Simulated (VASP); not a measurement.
Output of a VASP run:

File OSZICAR:
```
...
RMM:   4    -0.212732183595E+03   -0.31200E-04   -0.59569E-04   704   0.489E-02    0.885E-02
RMM:   5    -0.212732145719E+03    0.37876E-04   -0.13153E-04   630   0.239E-02    0.390E-02
RMM:   6    -0.212732151074E+03   -0.53551E-05   -0.10978E-04   517   0.133E-02    0.181E-02
RMM:   7    -0.212732147624E+03    0.34496E-05   -0.99328E-06   403   0.678E-03
   8 F= -.21273215E+03 E0= -.21269359E+03  d E =-.361269E-02
       N       E                     dE             d eps       ncg     rms          rms(c)
DAV:   1    -0.212727356110E+03    0.47950E-02   -0.33887E+00   688   0.317E+00    0.640E-01
RMM:   2    -0.212733857895E+03   -0.65018E-02   -0.74009E-02   676   0.485E-01    0.164E-01
RMM:   3    -0.212735171237E+03   -0.13133E-02   -0.14034E-02   682   0.207E-01    0.213E-01
RMM:   4    -0.212735240217E+03   -0.68980E-04   -0.21758E-03   699   0.100E-01    0.182E-01
RMM:   5    -0.212735090312E+03    0.14990E-03   -0.65065E-04   677   0.508E-02    0.718E-02
RMM:   6    -0.212735110343E+03   -0.20031E-04   -0.32974E-04   663   0.266E-02    0.362E-02
RMM:   7    -0.212735100961E+03    0.93819E-05   -0.38104E-05   467   0.136E-02
   9 F= -.21273510E+03 E0= -.21269654E+03  d E =-.656603E-02
       N       E                     dE             d eps       ncg     rms          rms(c)
DAV:   1    -0.212735406420E+03   -0.29608E-03   -0.13205E+00   720   0.196E+00    0.341E-01
RMM:   2    -0.212737692423E+03   -0.22860E-02   -0.25730E-02   676   0.272E-01    0.960E-02
RMM:   3    -0.212738156489E+03   -0.46407E-03   -0.49256E-03   683   0.115E-01    0.125E-01
RMM:   4    -0.212738170619E+03   -0.14130E-04   -0.70535E-04   704   0.554E-02    0.102E-01
RMM:   5    -0.212738115790E+03    0.54829E-04   -0.23214E-04   653   0.279E-02    0.387E-02
RMM:   6    -0.212738123369E+03   -0.75791E-05   -0.12999E-04   524   0.152E-02    0.214E-02
RMM:   7    -0.212738118952E+03    0.44169E-05   -0.12148E-05   408   0.761E-03
  10 F= -.21273812E+03 E0= -.21269956E+03  d E =-.301799E-02
       N       E                     dE             d eps       ncg     rms          rms(c)
DAV:   1    -0.212736716945E+03    0.14064E-02   -0.12347E+00   720   0.189E+00    0.327E-01
RMM:   2    -0.212738880146E+03   -0.21632E-02   -0.24333E-02   676   0.273E-01    0.930E-02
RMM:   3    -0.212739311889E+03   -0.43174E-03   -0.46404E-03   683   0.114E-01    0.123E-01
RMM:   4    -0.212739327645E+03   -0.15756E-04   -0.68217E-04   704   0.550E-02    0.101E-01
RMM:   5    -0.212739274683E+03    0.52962E-04   -0.23225E-04   657   0.277E-02    0.379E-02
RMM:   6    -0.212739282946E+03   -0.82633E-05   -0.12664E-04   524   0.154E-02    0.212E-02
RMM:   7    -0.212739278901E+03    0.40449E-05   -0.11946E-05   406   0.767E-03
  11 F= -.21273928E+03 E0= -.21270072E+03  d E =-.417794E-02
       N       E                     dE             d eps       ncg     rms          rms(c)
DAV:   1    -0.212738940385E+03    0.34256E-03   -0.57090E-01   720   0.133E+00    0.305E-01
RMM:   2    -0.212740092595E+03   -0.11522E-02   -0.13007E-02   676   0.225E-01    0.850E-02
RMM:   3    -0.212740275005E+03   -0.18241E-03   -0.22792E-03   679   0.944E-02    0.746E-02
RMM:   4    -0.212740296799E+03   -0.21794E-04   -0.48353E-04   701   0.492E-02    0.672E-02
RMM:   5    -0.212740279554E+03    0.17245E-04   -0.11137E-04   643   0.244E-02    0.281E-02
RMM:   6    -0.212740280570E+03   -0.10151E-05   -0.51828E-05   491   0.122E-02
  12 F= -.21274028E+03 E0= -.21270172E+03  d E =-.100167E-02
```

### OUTCAR
```
------------------------ aborting loop because EDIFF is reached ----------------------------------------
  FORCE on cell =-STRESS in cart. coord.  units (eV):
  Direction    XX          YY          ZZ          XY          YZ          ZX
  --------------------------------------------------------------------------------------
  Total       -3.3558258     -3.3461097     -3.3356303     -0.0195137      0.0058671     -0.0075139
  in kB       -4.1602150     -4.1481700     -4.1351786     -0.0241911      0.0072735     -0.0093150
  external PRESSURE =      -4.1478545 kB  Pullay stress =       0.0000000 kB
  volume of cell :     1292.39
      direct lattice vectors                 reciprocal lattice vectors
    10.892596236  0.000000000  0.000000000     0.091805478  0.000000000  0.000000000
     0.000000000 10.892596236  0.000000000     0.000000000  0.091805478  0.000000000
     0.000000000  0.000000000 10.892596236     0.000000000  0.000000000  0.091805478
  FREE ENERGIE OF THE ION-ELECTRON SYSTEM (eV)
  ---------------------------------------------------
  free  energy   TOTEN  =      -212.7402805696 eV

  energy  without entropy=     -212.6631528876  energy(sigma->0) =     -212.70171673

 reached required accuracy - stopping structural energy minimisation
```
(Selected blocks of OUTCAR.)

**POSCAR**
```
Zn31S32
1
   10.8925962356    -0.0000000000    -0.0000000000
   -0.0000000000    10.8925962356     0.0000000000
    0.0000000000     0.0000000000    10.8925962356
Zn S
31 32
Direct
  0.5000000000   0.0000000000   0.0000000000
  0.7500000000   0.2500000000   0.0000000000
  0.7500000000   0.0000000000   0.2500000000
  0.0000000000   0.0000000000   0.0000000000
  0.2500000000   0.2500000000   0.0000000000
  0.5000000000   0.5000000000   0.0000000000
  0.7500000000   0.7500000000   0.0000000000
  0.2500000000   0.0000000000   0.2500000000
  0.5000000000   0.2500000000   0.2500000000
  0.7500000000   0.5000000000   0.2500000000
  0.5000000000   0.0000000000   0.5000000000
  0.7500000000   0.2500000000   0.5000000000
  0.7500000000   0.0000000000   0.7500000000
  0.0000000000   0.5000000000   0.0000000000
  0.2500000000   0.7500000000   0.0000000000
  0.0000000000   0.2500000000   0.2500000000
  0.2500000000   0.5000000000   0.2500000000
  0.5000000000   0.7500000000   0.2500000000
  0.0000000000   0.0000000000   0.5000000000
  0.2500000000   0.2500000000   0.5000000000
  0.7500000000   0.7500000000   0.5000000000
  0.2500000000   0.0000000000   0.7500000000
  0.5000000000   0.2500000000   0.7500000000
  0.7500000000   0.5000000000   0.7500000000
  0.0000000000   0.7500000000   0.2500000000
  0.0000000000   0.5000000000   0.5000000000
  0.2500000000   0.7500000000   0.5000000000
  0.0000000000   0.2500000000   0.7500000000
  0.2500000000   0.5000000000   0.7500000000
  0.5000000000   0.7500000000   0.7500000000
  0.0000000000   0.7500000000   0.7500000000
  0.6250000000   0.1250000000   0.1250000000
  0.8750000000   0.3750000000   0.1250000000
  0.8750000000   0.1250000000   0.3750000000
  0.1250000000   0.1250000000   0.1250000000
  0.3750000000   0.3750000000   0.1250000000
  0.6250000000   0.6250000000   0.1250000000
  0.8750000000   0.8750000000   0.1250000000
  0.3750000000   0.1250000000   0.3750000000
  0.6254310000   0.3793190000   0.3786720000
  0.8750000000   0.6250000000   0.3750000000
  0.6250000000   0.1250000000   0.6250000000
  0.8750000000   0.3750000000   0.6250000000
  0.8750000000   0.1250000000   0.8750000000
  0.1250000000   0.6250000000   0.1250000000
  0.3750000000   0.8750000000   0.1250000000
  0.1250000000   0.3750000000   0.3750000000
  0.3759780000   0.6267640000   0.3753730000
  0.6250000000   0.8750000000   0.3750000000
  0.1250000000   0.1250000000   0.6250000000
  0.3761220000   0.3793290000   0.6265310000
  0.6245090000   0.6224530000   0.6285640000
  0.8750000000   0.8750000000   0.6250000000
  0.3750000000   0.1250000000   0.8750000000
  0.6250000000   0.3750000000   0.8750000000
  0.8750000000   0.6250000000   0.8750000000
  0.1250000000   0.8750000000   0.3750000000
  0.1250000000   0.6250000000   0.6250000000
  0.3750000000   0.8750000000   0.6250000000
  0.1250000000   0.3750000000   0.8750000000
  0.3750000000   0.6250000000   0.8750000000
  0.6250000000   0.8750000000   0.8750000000
  0.1250000000   0.8750000000   0.8750000000
```

Q: Reconstruct the remaining input files.

A: This is not unique; one that fits is the input of the run itself, PBE GGA, plane waves, VASP's PBE PAW potentials (set 64).

KPOINTS:
```
Automatic mesh
0
Gamma
1 1 1
0 0 0
```

**INCAR**
```
! general
SYSTEM   =  Zn31S32
PREC     =  Normal
ENCUT    =  400
LREAL    =  Auto
LASPH    =  .TRUE.
ISYM     =  0

! electronic loop
EDIFF    =  1E-5
NELM     =  100
NELMIN   =  4
ALGO     =  Fast
LMAXMIX  =  4

! smearing
ISMEAR   =  0
SIGMA    =  0.05

! functional
GGA      =  PE

! ions
IBRION   =  2
NSW      =  60
ISIF     =  2
EDIFFG   =  -0.03

! output
LWAVE    =  .FALSE.
LCHARG   =  .FALSE.
```

POTCAR, in this order: Zn S (PBE.64 set). Program: vasp_gam.

The supercell is sampled at Γ alone, which is coarse: total energies, pressure and levels can be off, energies of defects by several tenths of an eV.

The cell is a supercell with a defect, built from ZnS (zinc blende): vac_Zn. The run is not spin-polarised, so no state with unpaired spins was tried.
